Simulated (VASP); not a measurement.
# La2O3: optical spectrum

Aim: the dielectric function of La2O3 for independent particles, and its static limit with local fields. The cell has space group P-3m1, a computed entry that need not be the common form of this compound. The start is a computed cell from the Materials Project.

Main program and level: VASP 6.6.1; PBE; plane waves and PAW (La, O), in the first sound run; inputs show where later runs differ.

## 1. The structure

The structure is trigonal, space group P-3m1 (No. 164). The conventional cell has a = 3.931 Å, b = 3.931 Å, c = 6.112 Å, α = 90.00°, β = 90.00°, γ = 120.00°. Nearest to La lie 7 O at 2.36 to 2.72 Å. Nearest to O lie 6 La at 2.72 Å. O has 4 La at 2.36 to 2.44 Å nearest. Farther neighbours and most contacts between anions are not listed.

Structure file:

```xyz
5
Lattice="3.9308 0.0000 0.0000 -1.9654 3.4042 0.0000 0.0000 0.0000 6.1120" Properties=species:S:1:pos:R:3 pbc="T T T"
La    0.0000    2.2694    1.5050
La    1.9654    1.1347    4.6070
O     0.0000    0.0000    0.0000
O     0.0000    2.2694    3.9477
O     1.9654    1.1347    2.1643
```

## 2. Ground state

The ground state comes first.

Contents of INCAR:

```
SYSTEM = La2O3
PREC = Accurate
ENCUT = 520
EDIFF = 1E-07
NELM = 100
ISMEAR = 0
SIGMA = 0.05
LREAL = .FALSE.
ALGO = Normal
GGA = PE
NBANDS = 26
LASPH = .TRUE.
LORBIT = 11
LWAVE = .FALSE.
LCHARG = .FALSE.
KPAR = 4
```

Contents of POSCAR:

```
La2O3
1.0
    3.9307778780      0.0000000000      0.0000000000
   -1.9653889390      3.4041534990      0.0000000000
    0.0000000000      0.0000000000      6.1119535200
La O
2 3
Direct
    0.3333333333      0.6666666667      0.2462356800
    0.6666666667      0.3333333333      0.7537643200
    0.0000000000      0.0000000000      0.0000000000
    0.3333333333      0.6666666667      0.6458906500
    0.6666666667      0.3333333333      0.3541093500
```

Contents of KPOINTS:

```
Automatic mesh
0
Gamma
7 7 4
0 0 0
```

PAW data sets: La and O (PBE family, release 64).

The run is started by

```sh
$ mpirun -np 4 vasp_std
```

Output:

```text
[banner, memory and clock lines left out]
running    4 mpi-ranks, on    1 nodes
 distrk:  each k-point on    1 cores,    4 groups
 distr:  one band on    1 cores,    1 groups

 POSCAR found type information on POSCAR LaO
 POSCAR found :  2 types and       5 ions
 LDA part: xc-table for (Slater+PW92), standard interpolation
 POSCAR, INCAR and KPOINTS ok, starting setup
 FFT: planning ... GRIDC
 FFT: planning ... GRID_SOFT
 FFT: planning ... GRID
 WAVECAR not read
 entering main loop
       N       E                     dE             d eps       ncg     rms          rms(c)
DAV:   1     0.479840046820E+03    0.47984E+03   -0.15609E+04  1496   0.233E+03
DAV:   2     0.864462972500E+02   -0.39339E+03   -0.38286E+03  2080   0.383E+02
DAV:   3    -0.302407824074E+02   -0.11669E+03   -0.11410E+03  2486   0.204E+02
DAV:   4    -0.464597754706E+02   -0.16219E+02   -0.16196E+02  2490   0.820E+01
DAV:   5    -0.474807791468E+02   -0.10210E+01   -0.10204E+01  2464   0.234E+01    0.149E+01
DAV:   6    -0.418509129324E+02    0.56299E+01   -0.50637E+01  2328   0.410E+01    0.754E+00
DAV:   7    -0.418215558014E+02    0.29357E-01   -0.55224E+00  2856   0.229E+01    0.348E+00
DAV:   8    -0.418151118914E+02    0.64439E-02   -0.50710E-01  2512   0.591E+00    0.127E+00
DAV:   9    -0.418139384936E+02    0.11734E-02   -0.81057E-02  2608   0.233E+00    0.379E-01
DAV:  10    -0.418162634822E+02   -0.23250E-02   -0.33703E-02  2504   0.121E+00    0.188E-01
DAV:  11    -0.418172111193E+02   -0.94764E-03   -0.10681E-02  2528   0.771E-01    0.134E-01
DAV:  12    -0.418174352544E+02   -0.22414E-03   -0.24169E-03  2232   0.355E-01    0.655E-02
DAV:  13    -0.418174538769E+02   -0.18623E-04   -0.13651E-03  2608   0.245E-01    0.241E-02
DAV:  14    -0.418174609004E+02   -0.70236E-05   -0.20165E-04  2440   0.104E-01    0.140E-02
DAV:  15    -0.418174584244E+02    0.24760E-05   -0.50588E-05  2672   0.492E-02    0.347E-03
DAV:  16    -0.418174587757E+02   -0.35134E-06   -0.50296E-06  2376   0.147E-02    0.471E-03
DAV:  17    -0.418174583857E+02    0.39004E-06   -0.19026E-06  2616   0.998E-03    0.134E-03
DAV:  18    -0.418174583908E+02   -0.50763E-08   -0.25455E-07  1688   0.384E-03
   1 F= -.41817458E+02 E0= -.41817458E+02  d E =-.889406E-15
```

Elapsed: 16 s, on 4 MPI ranks of Intel Xeon 6975P-C (Granite Rapids), shared host; peak memory 0.94 GiB; 56 s of CPU time.

Lines that name or quote the potential files are left out of all logs, and their timing lines are given in words.

OUTCAR, selected parts (step 2):

```text
ion  position               nearest neighbor table
   1  0.333  0.667  0.246-   5 2.36   5 2.36   5 2.36   4 2.44   3 2.72   3 2.72   3 2.72
   2  0.667  0.333  0.754-   4 2.36   4 2.36   4 2.36   5 2.44   3 2.72   3 2.72   3 2.72
   3  0.000  0.000  0.000-   1 2.72   2 2.72   2 2.72   1 2.72   2 2.72   1 2.72
   4  0.333  0.667  0.646-   2 2.36   2 2.36   2 2.36   1 2.44
   5  0.667  0.333  0.354-   1 2.36   1 2.36   1 2.36   2 2.44

  LATTYP: Found a hexagonal cell.
 ALAT       =     3.9307778780
 C/A-ratio  =     1.5548966921

 Subroutine GETGRP returns: Found 12 space group operations
 (whereof 12 operations were pure point group operations)

The static configuration has the point symmetry D_3d.

 Found     28 irreducible k-points:

   k-points           NKPTS =     28   k-points in BZ     NKDIM =     28   number of bands    NBANDS=     26

   dimension x,y,z NGX =    30 NGY =   30 NGZ =   48
   dimension x,y,z NGXF=    60 NGYF=   60 NGZF=   96

   ENCUT  =  520.0 eV  38.22 Ry    6.18 a.u.   7.31  7.31 11.36*2*pi/ulx,y,z

   NELECT =      40.0000    total number of electrons

 k-points in reciprocal lattice and weights: Automatic mesh
   0.00000000  0.00000000  0.00000000       0.005
   0.14285714  0.00000000  0.00000000       0.031
   0.28571429  0.00000000  0.00000000       0.031
   0.42857143  0.00000000  0.00000000       0.031
   0.14285714  0.14285714  0.00000000       0.031
   0.28571429  0.14285714  0.00000000       0.061
   0.42857143  0.14285714  0.00000000       0.031
   0.28571429  0.28571429  0.00000000       0.031
   0.00000000  0.00000000  0.25000000       0.010
[...]
0.42857143  0.14285714  0.50000000       0.031
   0.28571429  0.28571429  0.50000000       0.031

 average (electrostatic) potential at core
       1 -94.9548       2 -94.9548       3 -66.5704       4 -67.0694       5 -67.0694

 E-fermi :   6.2253

 k-point     1 :       0.0000    0.0000    0.0000
  band No.  band energies     occupation
    ...
     16       3.9037      2.00000
     17       4.3269      2.00000
     18       5.6014      2.00000
     19       5.6014      2.00000
     20       5.8665      2.00000
     21      10.2953      0.00000
     22      10.5772      0.00000
     23      10.5772      0.00000
     24      11.1499      0.00000
     25      11.3492      0.00000
    ...

 k-point     2 :       0.1429    0.0000    0.0000
  band No.  band energies     occupation
    ...
     16       3.9831      2.00000
     17       4.7851      2.00000
     18       5.3275      2.00000
     19       5.5876      2.00000
     20       5.7997      2.00000
     21      10.3973      0.00000
     22      10.5991      0.00000
     23      10.7168      0.00000
     24      11.1954      0.00000
     25      11.2984      0.00000
    ...

 k-point     3 :       0.2857    0.0000    0.0000
  band No.  band energies     occupation
    ...
     16       4.5214      2.00000
     17       4.9952      2.00000
     18       5.1236      2.00000
     19       5.6195      2.00000
     20       5.7405      2.00000
     21      10.1059      0.00000
     22      10.6763      0.00000
     23      10.9923      0.00000
     24      11.2212      0.00000
     25      11.2534      0.00000
    ...

  Total        0.7601468      0.7601468      0.9280265      0.0000000     -0.0000000      0.0000000
  in kB       14.8915667     14.8915667     18.1803936      0.0000000     -0.0000000      0.0000000
  external PRESSURE =      15.9878424 kB  Pullay stress =       0.0000000 kB

  energy-cutoff  :      520.00
  volume of cell :       81.78
      direct lattice vectors                 reciprocal lattice vectors
     3.930777878  0.000000000  0.000000000     0.254402571  0.146879393  0.000000000
    -1.965388939  3.404153499  0.000000000     0.000000000  0.293758786  0.000000000
     0.000000000  0.000000000  6.111953520     0.000000000  0.000000000  0.163613810

 POSITION                                       TOTAL-FORCE (eV/Angst)
 -----------------------------------------------------------------------------------
     -0.00000      2.26944      1.50498        -0.000000      0.000000     -0.002401
      1.96539      1.13472      4.60697         0.000000     -0.000000      0.002401
      0.00000      0.00000      0.00000         0.000000      0.000000      0.000000
     -0.00000      2.26944      3.94765        -0.000000      0.000000      0.011457
      1.96539      1.13472      2.16430        -0.000000     -0.000000     -0.011457
 -----------------------------------------------------------------------------------
    total drift:                               -0.000000      0.000000      0.000000

  FREE ENERGIE OF THE ION-ELECTRON SYSTEM (eV)
  ---------------------------------------------------
  free  energy   TOTEN  =       -41.8174583908 eV

  energy  without entropy=      -41.8174583908  energy(sigma->0) =      -41.81745839

 total charge
# of ion       s       p       d       f       tot
--------------------------------------------------
    1        2.019   5.697   0.645   0.244   8.605
    2        2.019   5.697   0.645   0.244   8.605
    3        1.557   3.381   0.000   0.000   4.937
    4        1.570   3.465   0.000   0.000   5.035
    5        1.570   3.465   0.000   0.000   5.035
--------------------------------------------------
tot          8.735  21.705   1.290   0.488  32.218

[... 3 further parts left out ...]
```

The gap is read on the k-mesh alone, so it is an upper bound where the band edges lie off the mesh.

Numbers from this step:

| Quantity | Value |
| --- | --- |
| free energy (TOTEN) | -41.82 eV |
| Fermi energy | 6.225 eV |
| pressure | 1.599 GPa |
| gap on the k-mesh | 3.912 eV |
| least direct gap on the k-mesh | 4.110 eV |

The cell has a gap of 3.91 eV on this mesh. Spin-orbit coupling is left out, which can shift or reorder these edges.

## 3. Spectrum

LOPTICS sums the direct transitions; the mesh is finer and NBANDS larger than for the ground state.

Edit INCAR of step 2 so:

```diff
@@ -10,5 +10,4 @@
 GGA = PE
-NBANDS = 26
+NBANDS = 56
 LASPH = .TRUE.
-LORBIT = 11
 LWAVE = .FALSE.
@@ -16 +15,4 @@
 KPAR = 4
+LOPTICS = .TRUE.
+NEDOS = 2000
+CSHIFT = 0.1
```

POSCAR is that of step 2.

Contents of KPOINTS:

```
Automatic mesh
0
Gamma
9 9 5
0 0 0
```

The run is started by

```sh
$ mpirun -np 4 vasp_std
```

Output:

```text
[... set-up lines as in an earlier step ...]
 entering main loop
       N       E                     dE             d eps       ncg     rms          rms(c)
DAV:   1     0.395047757498E+03    0.39505E+03   -0.13615E+04  7680   0.110E+03
DAV:   2     0.162157011597E+02   -0.37883E+03   -0.29174E+03  6304   0.237E+02
DAV:   3    -0.430676973897E+02   -0.59283E+02   -0.55098E+02  6224   0.997E+01
DAV:   4    -0.473421975913E+02   -0.42745E+01   -0.41836E+01  8480   0.250E+01
DAV:   5    -0.475726800519E+02   -0.23048E+00   -0.22903E+00  9688   0.485E+00    0.148E+01
DAV:   6    -0.421879273558E+02    0.53848E+01   -0.14083E+01  8952   0.182E+01    0.776E+00
DAV:   7    -0.418166226170E+02    0.37130E+00   -0.13995E+00  8960   0.826E+00    0.351E+00
DAV:   8    -0.418036209552E+02    0.13002E-01   -0.31525E-01  8192   0.251E+00    0.128E+00
DAV:   9    -0.418153582642E+02   -0.11737E-01   -0.45513E-02  8568   0.111E+00    0.386E-01
DAV:  10    -0.418161799444E+02   -0.82168E-03   -0.56144E-03  8232   0.328E-01    0.254E-01
DAV:  11    -0.418173633976E+02   -0.11835E-02   -0.16171E-03  8032   0.209E-01    0.571E-02
DAV:  12    -0.418173911931E+02   -0.27795E-04   -0.15128E-04  7448   0.810E-02    0.184E-02
DAV:  13    -0.418174323707E+02   -0.41178E-04   -0.67874E-05  6384   0.316E-02    0.837E-03
DAV:  14    -0.418174375677E+02   -0.51971E-05   -0.62957E-06  7144   0.151E-02    0.345E-03
DAV:  15    -0.418174385398E+02   -0.97209E-06   -0.18159E-06  6568   0.587E-03    0.119E-03
DAV:  16    -0.418174385902E+02   -0.50343E-07   -0.19047E-07  7152   0.223E-03
   1 F= -.41817439E+02 E0= -.41817439E+02  d E =-.960582E-11
 optical routines
 imaginary and real dielectric function
 recalculating local potential from charge density
 direction            1
 direction            2
 direction            3
```

Elapsed: 41 s, on 4 MPI ranks; peak memory 2 GiB.

OUTCAR, selected parts (step 3):

```text
The static configuration has the point symmetry D_3d.

 Found     50 irreducible k-points:

   k-points           NKPTS =     50   k-points in BZ     NKDIM =     50   number of bands    NBANDS=     56

   NELECT =      40.0000    total number of electrons

 E-fermi :   6.1493

 k-point     2 :       0.1111    0.0000    0.0000
  band No.  band energies     occupation
    ...
     16       3.9519      2.00000
     17       4.6599      2.00000
     18       5.4249      2.00000
     19       5.5905      2.00000
     20       5.8188      2.00000
     21      10.3984      0.00000
     22      10.5864      0.00000
     23      10.6653      0.00000
     24      11.1698      0.00000
     25      11.2989      0.00000
    ...

 k-point     3 :       0.2222    0.0000    0.0000
  band No.  band energies     occupation
    ...
     16       4.2230      2.00000
     17       5.0075      2.00000
     18       5.1013      2.00000
     19       5.5962      2.00000
     20       5.7647      2.00000
     21      10.2561      0.00000
     22      10.6497      0.00000
     23      10.8694      0.00000
     24      11.2468      0.00000
     25      11.2586      0.00000
    ...

  Total        0.7598691      0.7598691      0.9276010      0.0000000      0.0000000      0.0000000
  in kB       14.8861249     14.8861249     18.1720582      0.0000000      0.0000000      0.0000000
  external PRESSURE =      15.9814360 kB  Pullay stress =       0.0000000 kB

 POSITION                                       TOTAL-FORCE (eV/Angst)
 -----------------------------------------------------------------------------------
     -0.00000      2.26944      1.50498         0.000000      0.000000     -0.002595
      1.96539      1.13472      4.60697        -0.000000      0.000000      0.002595
      0.00000      0.00000      0.00000         0.000000      0.000000      0.000000
     -0.00000      2.26944      3.94765        -0.000000      0.000000      0.011510
      1.96539      1.13472      2.16430         0.000000     -0.000000     -0.011510
 -----------------------------------------------------------------------------------
    total drift:                               -0.000000      0.000000      0.000000

  FREE ENERGIE OF THE ION-ELECTRON SYSTEM (eV)
  ---------------------------------------------------
  free  energy   TOTEN  =       -41.8174385902 eV

  energy  without entropy=      -41.8174385902  energy(sigma->0) =      -41.81743859

 plasma frequency squared (from intraband transitions) (eV^2)
  --------------------------------------------------------------------------------------
       0.000       0.000       0.000
       0.000       0.000      -0.000
       0.000      -0.000       0.000

[... 7 parts as in an earlier step ...]

[... 5 further parts left out ...]
```

These are independent-particle spectra without excitons or local fields, and fine structure depends on the mesh and on CSHIFT.

This step gave:

```yaml
fermi_energy: 6.149 eV
pressure: 1.598 GPa
gap_on_the_k_mesh: 3.915 eV
least_direct_gap_on_the_k_mesh: 3.978 eV
```

The imaginary dielectric function has structure finer than the step of the table below, so its rows give means over 1 eV, whole bins alone (the curve runs from 0 to 25.0 eV). Peaks (eV: height): xx 7.2: 6.82, 9.9: 7.60, 20.5: 2.82; zz 6.0: 6.78, 7.5: 6.69, 9.8: 6.23, 18.4: 3.70, 20.8: 3.11.

Absorption under the direct gap is the tail of the CSHIFT broadening, and fine structure depends on the mesh. The imaginary dielectric function by photon energy; means over each step:

| photon energy (eV) | xx | zz |
| --- | --- | --- |
| 1 | 0.0151 | 0.0151 |
| 2 | 0.0366 | 0.0367 |
| 3 | 0.0839 | 0.0848 |
| 4 | 0.692 | 0.749 |
| 5 | 3.56 | 3.59 |
| 6 | 5.69 | 6.18 |
| 7 | 5.99 | 5.74 |
| 8 | 5.16 | 4.89 |
| 9 | 5.47 | 5.57 |
| 10 | 6.22 | 4.78 |
| 11 | 2.53 | 1.59 |
| 12 | 1.35 | 0.814 |
| 13 | 0.687 | 0.417 |
| 14 | 0.697 | 0.543 |
| 15 | 0.925 | 0.887 |
| 16 | 1.18 | 1.64 |
| 17 | 1.32 | 1.77 |
| 18 | 2.29 | 3.03 |
| 19 | 2.03 | 2.62 |
| 20 | 2.26 | 2.60 |
| 21 | 2.52 | 2.79 |
| 22 | 2.31 | 2.44 |
| 23 | 2.16 | 1.42 |
| 24 | 0.870 | 0.645 |

Real dielectric function against photon energy:

| photon energy (eV) | xx | zz |
| --- | --- | --- |
| 0 | 4.85 | 4.76 |
| 1 | 4.93 | 4.84 |
| 2 | 5.17 | 5.08 |
| 3 | 5.71 | 5.62 |
| 4 | 7.23 | 7.17 |
| 5 | 7.43 | 8.38 |
| 6 | 5.96 | 4.77 |
| 7 | 4.27 | 3.59 |
| 8 | 2.01 | 1.19 |
| 9 | 1.85 | 1.89 |
| 10 | -1.73 | -2.44 |
| 11 | -1.85 | -1.33 |
| 12 | -0.985 | -0.264 |
| 13 | -0.0618 | 0.546 |
| 14 | 0.826 | 1.48 |
| 15 | 1.12 | 1.82 |
| 16 | 1.24 | 2.11 |
| 17 | 1.84 | 2.08 |
| 18 | 0.890 | 1.90 |
| 19 | 1.03 | 0.570 |
| 20 | 0.971 | 0.696 |
| 21 | 0.219 | -0.316 |
| 22 | -0.195 | -0.900 |
| 23 | -1.34 | -1.42 |
| 24 | -1.41 | -1.09 |

(Continued in part 2 of 3.)

[Lines on the potential files, build, host, timing and source positions are cut from VASP's logs without a mark.]

[Logs are printed without paths, hosts, clocks, repeated set-up lines and the standing remarks that a program may print on its own settings, such as how far it seeks lower states.]

[Hosts, paths, dates, database ids (printed as entryN), source tags and the programs' standing remarks are cut or masked in the printed files.]
